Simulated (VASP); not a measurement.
Set up this calculation in VASP 6.6.1, as the native input.

```yaml
Task: single point
Functional: PBE
Potentials_or_basis: VASP PAW PBE potentials, release 64 (Sr_sv, Ga_d, I)
Cutoff: 520 eV
k_mesh: 4 × 4 × 4
Occupations: gaussian, width 0.1 eV
Spin: no spin polarisation
Dipole_correction: no
Further_INCAR_settings: ALGO = Normal; EDIFF = 1e-06; NBANDS = 30
```

The structure of SrGaI3 lies in POSCAR:

```
SrGaI3
1.0
    5.8983974320      0.0000000000      0.0000000000
    0.0000000000      5.8983974320      0.0000000000
    0.0000000000      0.0000000000      5.8983974320
Sr Ga I
1 1 3
Direct
    0.5000000000      0.5000000000      0.5000000000
    0.0000000000      0.0000000000      0.0000000000
    0.5000000000      0.0000000000      0.0000000000
    0.0000000000      0.5000000000      0.0000000000
    0.0000000000      0.0000000000      0.5000000000
```

The cell was built by a generator and needn't be a form met in nature.

The input as run:

INCAR

```
SYSTEM = SrGaI3
ALGO     = Normal         ! electronic algorithm
EDIFF    = 1E-6           ! SCF threshold, eV
ENCUT    = 520            ! plane-wave cutoff, eV
GGA      = PE             ! functional
ISIF     = 2              ! what is computed and relaxed
ISMEAR   = 0              ! smearing method
LASPH    = .True.         ! aspherical terms in the spheres
LCHARG   = .True.         ! write CHGCAR
LELF     = .True.         ! ELF
LREAL    = .False.        ! projectors in reciprocal space
LVHAR    = .True.       
LWAVE    = .False.        ! write WAVECAR
NBANDS   = 30             ! bands
NELM     = 80             ! most SCF steps
PREC     = Accurate       ! precision mode
SIGMA    = 0.1            ! smearing width, eV
```

KPOINTS

```
k-points
0
Gamma
  4 4 4
  0 0 0
```

Potentials or basis: VASP PAW PBE potentials, release 64 (Sr_sv, Ga_d, I).

Launch:

```sh
$ cat potpaw_PBE.64/Sr_sv/POTCAR potpaw_PBE.64/Ga_d/POTCAR potpaw_PBE.64/I/POTCAR > POTCAR
$ mpirun -np 1 vasp_std > vasp.out
```

Results of the run:

* Pressure: 0.1 GPa
* Band gap on the k mesh: none (metal or under the smearing width)

Run time: 64 s on 1 thread of Intel(R) Xeon(R) Platinum 8375C CPU @ 2.90GHz (Ice Lake), with other jobs on the host, peak memory 0.34 GiB.
